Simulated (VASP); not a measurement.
A convergence study with VASP on Cu$_{2}$O (cuprite): one setting is varied, all else stays as given below, so the limit is that of these other settings.

```
CELL_PARAMETERS angstrom
      4.27000     0.00000     0.00000
      0.00000     4.27000     0.00000
      0.00000     0.00000     4.27000
ATOMIC_POSITIONS crystal
  Cu 0.75000 0.25000 0.75000
  Cu 0.25000 0.75000 0.75000
  Cu 0.75000 0.75000 0.25000
  Cu 0.25000 0.25000 0.25000
  O  0.00000 0.00000 0.00000
  O  0.50000 0.50000 0.50000
```

These are PBEsol GGA, VASP's PBE PAW potentials (set 64) (plane waves; VASP) values and carry that method's errors. The tightest run used: 700 eV cut-off, 14×14×14 Γ-centred mesh, Gaussian smearing of 0.050 eV, potentials Cu O.

Question: The settings run are 1×1×1 mesh; 2×2×2 mesh; 3×3×3 mesh; 4×4×4 mesh; 5×5×5 mesh; 6×6×6 mesh; 7×7×7 mesh; 8×8×8 mesh; 9×9×9 mesh; 10×10×10 mesh; 11×11×11 mesh; 12×12×12 mesh; 13×13×13 mesh; 14×14×14 mesh. From which on does the energy per atom stay within 0.001 eV/atom of the tightest run?

Answer: From 5×5×5 mesh on: it is off by 0.0006 there and by no more than 0.001 in any finer run, while 4×4×4 mesh is off by 0.0022.
```json
[
 {"setting": "1×1×1 mesh", "E (eV/atom)": "-4.2376", "pressure (GPa)": "14.63", "irreducible k-points": "1", "difference judged (eV/atom)": "0.7551"},
 {"setting": "2×2×2 mesh", "E (eV/atom)": "-4.9261", "pressure (GPa)": "-1.29", "irreducible k-points": "4", "difference judged (eV/atom)": "0.0666"},
 {"setting": "3×3×3 mesh", "E (eV/atom)": "-4.9867", "pressure (GPa)": "-3.08", "irreducible k-points": "4", "difference judged (eV/atom)": "0.0060"},
 {"setting": "4×4×4 mesh", "E (eV/atom)": "-4.9905", "pressure (GPa)": "-3.26", "irreducible k-points": "10", "difference judged (eV/atom)": "0.0022"},
 {"setting": "5×5×5 mesh", "E (eV/atom)": "-4.9921", "pressure (GPa)": "-3.35", "irreducible k-points": "10", "difference judged (eV/atom)": "0.0006"},
 {"setting": "6×6×6 mesh", "E (eV/atom)": "-4.9924", "pressure (GPa)": "-3.39", "irreducible k-points": "20", "difference judged (eV/atom)": "0.0002"},
 {"setting": "7×7×7 mesh", "E (eV/atom)": "-4.9926", "pressure (GPa)": "-3.40", "irreducible k-points": "20", "difference judged (eV/atom)": "0.0001"},
 {"setting": "8×8×8 mesh", "E (eV/atom)": "-4.9926", "pressure (GPa)": "-3.40", "irreducible k-points": "35", "difference judged (eV/atom)": "0.0000"},
 {"setting": "9×9×9 mesh", "E (eV/atom)": "-4.9927", "pressure (GPa)": "-3.41", "irreducible k-points": "35", "difference judged (eV/atom)": "0.0000"},
 {"setting": "10×10×10 mesh", "E (eV/atom)": "-4.9927", "pressure (GPa)": "-3.41", "irreducible k-points": "56", "difference judged (eV/atom)": "0.0000"},
 {"setting": "11×11×11 mesh", "E (eV/atom)": "-4.9927", "pressure (GPa)": "-3.41", "irreducible k-points": "56", "difference judged (eV/atom)": "0.0000"},
 {"setting": "12×12×12 mesh", "E (eV/atom)": "-4.9927", "pressure (GPa)": "-3.41", "irreducible k-points": "84", "difference judged (eV/atom)": "0.0000"},
 {"setting": "13×13×13 mesh", "E (eV/atom)": "-4.9927", "pressure (GPa)": "-3.41", "irreducible k-points": "84", "difference judged (eV/atom)": "0.0000"},
 {"setting": "14×14×14 mesh", "E (eV/atom)": "-4.9927", "pressure (GPa)": "-3.41", "irreducible k-points": "120", "difference judged (eV/atom)": "0.0000"}
]
```

Left out are rungs that failed or repeat a setting and relaxations that didn't move; long series are thinned to 24 rows.

The compound is Cu2O in the cuprite structure. The cell was not relaxed at this level.
